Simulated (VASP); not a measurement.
Input for VASP

### INCAR
```
SYSTEM = Ti
PREC = Accurate
ENCUT = 520
EDIFF = 1E-7
NELM = 100
ALGO = Normal
LREAL = .FALSE.
LASPH = .TRUE.
ISMEAR = 1
SIGMA = 0.1
GGA = PE
IVDW = 12
LMAXMIX = 4
LWAVE = .FALSE.
LCHARG = .FALSE.
ISIF = 4
IBRION = 2
NSW = 30
EDIFFG = -0.01
```

### POSCAR
```
Ti
1.0
  1.4557196758  -2.5213804955   0.0000000000
  1.4557196758   2.5213804955   0.0000000000
  0.0000000000   0.0000000000   4.6204605347
Ti
2
direct
  0.3333330000   0.6666670000   0.2500000000
  0.6666670000   0.3333330000   0.7500000000
```

File KPOINTS:
```
Automatic
0
Gamma
  14 14 8
0 0 0
```

POTCAR, in this order: Ti_sv (PBE.64 set). Program: vasp_std.

### Question
Translate this PBE-D3(BJ) calculation to Quantum ESPRESSO's pw.x.

### Answer
One equivalent input (not run):
```
&CONTROL
  calculation = 'vc-relax'
  pseudo_dir = './pseudo'
  outdir = './out'
  tprnfor = .true.
  tstress = .true.
  nstep = 30
  forc_conv_thr = 0.00039
/
&SYSTEM
  ibrav = 0
  nat = 2
  ntyp = 1
  ecutwfc = 84
  occupations = 'smearing'
  smearing = 'methfessel-paxton'
  degauss = 0.00735
  input_dft = 'pbe'
  vdw_corr = 'grimme-d3'
  dftd3_version = 4
  dftd3_threebody = .false.
/
&ELECTRONS
  conv_thr = 7.3e-09
  electron_maxstep = 100
/
&IONS
/
&CELL
  cell_dofree = 'shape'
/
ATOMIC_SPECIES
  Ti 47.867 Ti.upf
CELL_PARAMETERS angstrom
     1.4557197   -2.5213805    0.0000000
     1.4557197    2.5213805    0.0000000
     0.0000000    0.0000000    4.6204605
ATOMIC_POSITIONS crystal
  Ti   0.3333330  0.6666670  0.2500000
  Ti   0.6666670  0.3333330  0.7500000
K_POINTS automatic
  14 14 8 0 0 0
```
What does not carry over: the potentials are each code's own (VASP's PAW set, PseudoDojo norm-conserving files in pw.x), so ENCUT and ecutwfc are chosen apart and not converted; conv_thr bounds pw.x's estimated SCF error, while EDIFF bounds the energy change between steps; forc_conv_thr acts on force components and is met together with etot_conv_thr.

The compound is Ti in the hcp structure. This cell is one point of a volume scan, at 1.03 of the reference volume. Symmetry was kept, so distortions that lower it aren't found.
